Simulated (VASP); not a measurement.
Bi3SbO3:

```
CELL_PARAMETERS angstrom
5.45303 0.00000 0.00000
0.00000 5.45303 0.00000
0.00000 0.00000 5.45303
ATOMIC_POSITIONS crystal
Sb 0.50000 0.50000 0.50000
Bi 0.00000 0.50000 0.50000
Bi 0.50000 0.00000 0.50000
Bi 0.50000 0.50000 0.00000
O 0.00000 0.00000 0.50000
O 0.50000 0.00000 0.00000
O 0.00000 0.50000 0.00000
```

The cell was built by a generator and needn't be a form met in nature.

| Quantity | Value |
| --- | --- |
| Program | VASP 6.6.1 |
| Task | relaxation of cell and atoms |
| Functional | PBE |
| Potentials or basis | VASP PAW PBE potentials, release 64 (Sb, Bi_d, O) |
| Cutoff | 520 eV |
| k mesh | 3 × 3 × 3 |
| Occupations | gaussian, width 0.15 eV |
| Spin | no spin polarisation |

At the start: pressure 5.9 GPa; volume 23.16 Å³/atom.

Q: Where does the relaxation end?

A: Over 3 steps the energy falls by 33.0 meV/atom and the volume is 25.07 Å³/atom (+8.2 %); space group Pm-3m (No. 221, to 0.05 Å).

Step by step:
```csv
step,energy change (eV),largest force (eV/Å),pressure (GPa),volume (Å³)
1,0.0000,0.0000,5.87,162.15
2,-0.1696,0.0000,-2.72,182.91
3,-0.2311,0.0000,-0.06,175.47
```

Final structure:
```cif
data_structure
_symmetry_space_group_name_H-M 'P 1'
_symmetry_Int_Tables_number 1
_cell_length_a 5.5984
_cell_length_b 5.5984
_cell_length_c 5.5984
_cell_angle_alpha 90.000
_cell_angle_beta 90.000
_cell_angle_gamma 90.000
_cell_volume 175.47
loop_
_atom_site_label
_atom_site_type_symbol
_atom_site_fract_x
_atom_site_fract_y
_atom_site_fract_z
_atom_site_occupancy
Sb1 Sb 0.50000 0.50000 0.50000 1
Bi1 Bi 0.00000 0.50000 0.50000 1
Bi2 Bi 0.50000 0.00000 0.50000 1
Bi3 Bi 0.50000 0.50000 0.00000 1
O1 O 0.00000 0.00000 0.50000 1
O2 O 0.50000 0.00000 0.00000 1
O3 O 0.00000 0.50000 0.00000 1
```
